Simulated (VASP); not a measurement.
These are PBEsol GGA, VASP's PBE PAW potentials (set 64) (plane waves; VASP) values and carry that method's errors.

A VASP calculation is set up with these files.

**KPOINTS**
```
Automatic mesh
0
Gamma
6 6 6
0 0 0
```

File POSCAR:
```
Si3N4
1
    0.0000000000     3.9446040000     3.9446040000
    3.9446040000     0.0000000000     3.9446040000
    3.9446040000     3.9446040000     0.0000000000
Si N
6 8
Direct
  0.1404690000   0.1139270000   0.1231070000
  0.6191950000   0.1168950000   0.1260100000
  0.1262160000   0.6245630000   0.1250080000
  0.1171500000   0.1275900000   0.6320900000
  0.7515220000   0.7503690000   0.7517930000
  0.5003220000   0.5095600000   0.4908770000
  0.3661940000   0.3483900000   0.3693530000
  0.9200880000   0.3622900000   0.3564720000
  0.3649730000   0.9137900000   0.3575040000
  0.3739140000   0.3806900000   0.8892610000
  0.8762590000   0.8932460000   0.9033630000
  0.3155840000   0.8980020000   0.8865620000
  0.8945610000   0.3145950000   0.8907930000
  0.8835540000   0.8960920000   0.3478070000
```

**KPOINTS_OPT**
```
k-points along high-symmetry lines
8
Line-mode
Reciprocal
  0.000000   0.000000   0.000000 ! GAMMA
  0.500000   0.000000   0.000000 ! X

  0.000000   0.000000   0.500000 ! Y
  0.000000   0.000000   0.000000 ! GAMMA

  0.000000   0.000000   0.000000 ! GAMMA
 -0.500000  -0.500000  -0.500000 ! Z

  0.000000  -0.500000   0.000000 ! R
  0.000000   0.000000   0.000000 ! GAMMA

  0.000000   0.000000   0.000000 ! GAMMA
 -0.500000  -0.500000   0.000000 ! T

  0.000000  -0.500000  -0.500000 ! U
  0.000000   0.000000   0.000000 ! GAMMA

  0.000000   0.000000   0.000000 ! GAMMA
  0.500000   0.000000   0.500000 ! V
```

INCAR:
```
LASPH = .True.
ENCUT = 400   ! plane-wave cut-off (eV)
ISIF = 2   ! forces and stress, cell fixed
ALGO = Normal   ! blocked Davidson
EDIFF = 1E-6
NBANDS = 38
ISMEAR = -1   ! Fermi-Dirac
SYSTEM = Si3N4
LWAVE = .False.
LREAL = Auto
GGA = PS   ! PBEsol
LCHARG = .False.
NELM = 100   ! most electronic steps
SIGMA = 0.1   ! width (eV)
PREC = Accurate
```

POTCAR, in this order: Si N (PBE.64 set). Program: vasp_std.

Output

OSZICAR:
```
       N       E                     dE             d eps       ncg     rms          rms(c)
DAV:   1     0.242933857445E+03    0.24293E+03   -0.28089E+04  8512   0.128E+03
DAV:   2    -0.112561549727E+03   -0.35550E+03   -0.34317E+03 11080   0.273E+02
DAV:   3    -0.129710765231E+03   -0.17149E+02   -0.17022E+02  9856   0.680E+01
DAV:   4    -0.130013408461E+03   -0.30264E+00   -0.30139E+00 10292   0.921E+00
DAV:   5    -0.130020269945E+03   -0.68615E-02   -0.68574E-02  9784   0.124E+00    0.254E+01
DAV:   6    -0.117234703287E+03    0.12786E+02   -0.50367E+01  9622   0.303E+01    0.120E+01
DAV:   7    -0.117160109140E+03    0.74594E-01   -0.23572E+00 10796   0.734E+00    0.598E+00
DAV:   8    -0.117085210132E+03    0.74899E-01   -0.10531E-01  9784   0.182E+00    0.193E+00
DAV:   9    -0.117074680496E+03    0.10530E-01   -0.15477E-02  9858   0.808E-01    0.298E-01
DAV:  10    -0.117075030506E+03   -0.35001E-03   -0.30764E-03  9808   0.309E-01    0.183E-01
DAV:  11    -0.117075057667E+03   -0.27161E-04   -0.40807E-04  9896   0.139E-01    0.663E-02
DAV:  12    -0.117075076783E+03   -0.19116E-04   -0.96183E-05  9856   0.641E-02    0.167E-02
DAV:  13    -0.117075077992E+03   -0.12089E-05   -0.15001E-05  9856   0.219E-02    0.786E-03
DAV:  14    -0.117075077707E+03    0.28538E-06   -0.13903E-06  6368   0.880E-03
   1 F= -.11707508E+03 E0= -.11707508E+03  d E =-.286846E-06
       N       E                     dE             ncg
```

### OUTCAR
```
------------------------ aborting loop because EDIFF is reached ----------------------------------------
  FORCE on cell =-STRESS in cart. coord.  units (eV):
  Direction    XX          YY          ZZ          XY          YZ          ZX
  --------------------------------------------------------------------------------------
  Total       -7.4655533     -9.4504378     -9.4295213     -1.3497870      0.7568657      0.2715259
  in kB      -97.4388962   -123.3452086   -123.0722104    -17.6171476      9.8784591      3.5439008
  external PRESSURE =    -114.6187718 kB  Pullay stress =       0.0000000 kB
  volume of cell :      122.76
      direct lattice vectors                 reciprocal lattice vectors
     0.000000000  3.944604000  3.944604000    -0.126755436  0.126755436  0.126755436
     3.944604000  0.000000000  3.944604000     0.126755436 -0.126755436  0.126755436
     3.944604000  3.944604000  0.000000000     0.126755436  0.126755436 -0.126755436
 POSITION                                       TOTAL-FORCE (eV/Angst)
 -----------------------------------------------------------------------------------
      0.93501      1.03970      1.00349         1.387367     -1.911963     -0.357954
      0.95816      2.93954      2.90358         1.468724      0.758105      1.833276
      2.95676      0.99098      2.96153         0.267286      0.356935     -0.410431
      2.99664      2.95546      0.96540        -0.767663     -1.017319      0.490298
      5.92543      5.92998      5.92437        -0.326284     -0.104436     -0.443080
      3.94633      3.90989      3.98358        -1.012603      0.686924     -0.438043
      2.83121      2.90144      2.81875         1.788551      0.299531      2.406841
      2.83523      5.03552      5.05847         1.457851     -1.591879     -1.387618
      5.01475      2.84989      5.04421        -1.398608      1.460876     -1.961457
      5.00945      4.98273      2.97661        -0.917613     -0.733756     -0.434274
      7.08691      7.01990      6.98000        -3.818262     -2.052946     -2.142048
      7.03940      4.74199      4.78712        -2.719318      4.250901      2.275874
      4.75478      7.04251      4.76964         4.185945     -2.208478      2.693398
      4.90669      4.85723      7.02000         0.404628      1.807505     -2.124781
 -----------------------------------------------------------------------------------
    total drift:                                0.000103      0.000160     -0.001314
  FREE ENERGIE OF THE ION-ELECTRON SYSTEM (eV)
  ---------------------------------------------------
  free  energy   TOTEN  =      -117.0750777070 eV

  energy  without entropy=     -117.0750774202  energy(sigma->0) =     -117.07507756
```
(Selected blocks of OUTCAR.)

At this cut-off the stress carries a Pulay error, which pulls relaxed volumes low.

The structure was generated: Si3N4 was put into an ordered model structure, which need not be its known phase. The cell was not relaxed at this level, atoms are displaced from their ideal sites. The run is one of a series of settings (NBANDS = 38 against the base run), some of them coarse on purpose.
